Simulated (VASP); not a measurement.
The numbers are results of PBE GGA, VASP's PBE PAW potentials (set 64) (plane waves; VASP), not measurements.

VASP input:

### INCAR
```
ALGO  =  Normal
EDIFF  =  1E-6
EDIFFG  =  -0.02
ENCUT  =  620
GGA  =  PE
IBRION  =  2
ISIF  =  3
ISMEAR  =  0
LASPH  =  .True.
LCHARG  =  .False.
LMAXMIX  =  4
LREAL  =  .False.
LWAVE  =  .False.
NELM  =  100
NSW  =  40
PREC  =  Accurate
PSTRESS  =  200
SIGMA  =  0.05
SYSTEM  =  GaN
```

POSCAR:
```
GaN
1
    1.5593245189    -2.7008292529     0.0000000000
    1.5593245189     2.7008292529     0.0000000000
    0.0000000000     0.0000000000     5.0792954222
Ga N
2 2
Direct
  0.6666670000   0.3333330000   0.5001391867
  0.3333330000   0.6666670000   0.0001391867
  0.6666670000   0.3333330000   0.8768608133
  0.3333330000   0.6666670000   0.3768608133
```

**KPOINTS**
```
Automatic mesh
0
Gamma
8 8 5
0 0 0
```

POTCAR, in this order: Ga_d N (PBE.64 set). Program: vasp_std.

Question: What will the output report for the number of irreducible k-points (NKPTS), largest plane-wave count, number of space-group operations, FFT grid (NGX, NGY, NGZ)?

Answer: 
```yaml
number of irreducible k-points (NKPTS): 30
largest_plane_wave_count: 1520
number_of_space_group_operations: 12
FFT grid (NGX, NGY, NGZ): 28 × 28 × 42
```

The compound is GaN in the wurtzite structure. It was relaxed first under an external pressure of 20 GPa.
